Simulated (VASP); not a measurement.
An input for Quantum ESPRESSO's pw.x (written as the equivalent of a VASP run, and not itself run):

```
&CONTROL
  calculation = 'scf'
  pseudo_dir = './pseudo'
  outdir = './out'
  tprnfor = .true.
  tstress = .true.
/
&SYSTEM
  ibrav = 0
  nat = 2
  ntyp = 2
  ecutwfc = 84
  occupations = 'smearing'
  smearing = 'gaussian'
  degauss = 0.000735
  input_dft = 'pbe'
/
&ELECTRONS
  conv_thr = 7.3e-10
  electron_maxstep = 100
/
ATOMIC_SPECIES
  Ba 137.327 Ba.upf
  O 15.999 O.upf
CELL_PARAMETERS angstrom
     0.0000000    2.7700000    2.7700000
     2.7700000    0.0000000    2.7700000
     2.7700000    2.7700000    0.0000000
ATOMIC_POSITIONS crystal
  Ba   0.0000000  0.0000000  0.0000000
  O    0.5000000  0.5000000  0.5000000
K_POINTS automatic
  4 4 4 0 0 0
```

Write the VASP files for the same calculation (PBE).

This is not unique; one that fits is 
### KPOINTS
```
kpoints
0
gamma
  4 4 4
0 0 0
```

### INCAR
```
SYSTEM=BaO
PREC=Normal; ENCUT=500; LREAL=.False.
LASPH=.True.
EDIFF=1E-8; NELM=100; ALGO=Normal
ISMEAR=0; SIGMA=0.01
GGA=PE
LWAVE=.True.; LCHARG=.False.
```

**POSCAR**
```
BaO
1
    0.0000000000     2.7700000000     2.7700000000
    2.7700000000     0.0000000000     2.7700000000
    2.7700000000     2.7700000000     0.0000000000
Ba O
1 1
Direct
  0.0000000000   0.0000000000   0.0000000000
  0.5000000000   0.5000000000   0.5000000000
```

POTCAR, in this order: Ba_sv_GW O_GW_new (PBE.64 set). Program: vasp_std.

The two are equivalent in intent, not identical: the potentials are each code's own (VASP's PAW set, PseudoDojo norm-conserving files in pw.x), so ENCUT and ecutwfc are chosen apart and not converted; conv_thr bounds pw.x's estimated SCF error, while EDIFF bounds the energy change between steps.

The compound is BaO in the rock salt structure. The cell was not relaxed at this level. The k-mesh is coarse (spacing up to 0.49 per Å, 2π included), so the numbers may not be converged in it.
